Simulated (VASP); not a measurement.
A VASP calculation is set up with these files.

### KPOINTS
```
Automatic mesh
0
Gamma
9 9 8
0 0 0
```

**POSCAR**
```
Ga
1
    2.2774573525    -3.9310856120     0.0000000000
    2.2774573525     3.9310856120    -0.0000000000
    0.0000000000    -0.0000000000     4.6719812135
Ga
4
Direct
  0.1555907509   0.8444092491   0.9190422148
  0.3444092491   0.6555907509   0.4190422148
  0.6555907509   0.3444092491   0.5809577852
  0.8444092491   0.1555907509   0.0809577852
```

### INCAR
```
GGA  =  RE   # revPBE
ENCUT  =  520   # plane-wave cut-off (eV)
SYSTEM  =  Ga
PREC  =  Accurate
ISIF  =  2   # forces and stress, cell fixed
ISMEAR  =  -5
LWAVE  =  .FALSE.
ALGO  =  Normal
LASPH  =  .TRUE.   # aspherical one-centre terms
LMAXMIX  =  4
NELM  =  100   # most electronic steps
LORBIT  =  11
LREAL  =  .FALSE.   # projection in real space or not
LEFG  =  .TRUE.
EDIFF  =  1E-7
NEDOS  =  601   # DOS grid
LCHARG  =  .TRUE.
```

POTCAR, in this order: Ga_d (PBE.64 set). Program: vasp_std.

Problem. Write an equivalent input for Ansatz.

Solution. One equivalent input (not run):
Ansatz 0.2 input:
```yaml
crystal:
  lattice:
    - [2.2774574, -3.9310856, 0.0000000]
    - [2.2774574, 3.9310856, 0.0000000]
    - [0.0000000, 0.0000000, 4.6719812]
  atoms:
    - { symbol: Ga, position: [0.1555908, 0.8444092, 0.9190422] }
    - { symbol: Ga, position: [0.3444092, 0.6555908, 0.4190422] }
    - { symbol: Ga, position: [0.6555908, 0.3444092, 0.5809578] }
    - { symbol: Ga, position: [0.8444092, 0.1555908, 0.0809578] }
kpoints:
  mp_grid: { grid: [9, 9, 8] }
hamiltonian:
  xc: revpbe
  pseudopotentials: { kind: paw }
scf:
  occupations: { method: tetrahedron }
  max_iter: 100
output: { forces: true, stress: true, eigenvalues: true }
```
Limits of the translation: each code has its own PAW files, so the cut-off isn't converted (ENCUT is set for VASP's; basis.ecutwfc is left out, and Ansatz then takes the one that its files recommend); Ansatz stops its SCF on the density residual and VASP on the energy change (EDIFF); the field gradients of LEFG aren't asked of the other code.

The compound is Ga in the alpha structure. It was relaxed first, which changed the volume by +7 %.
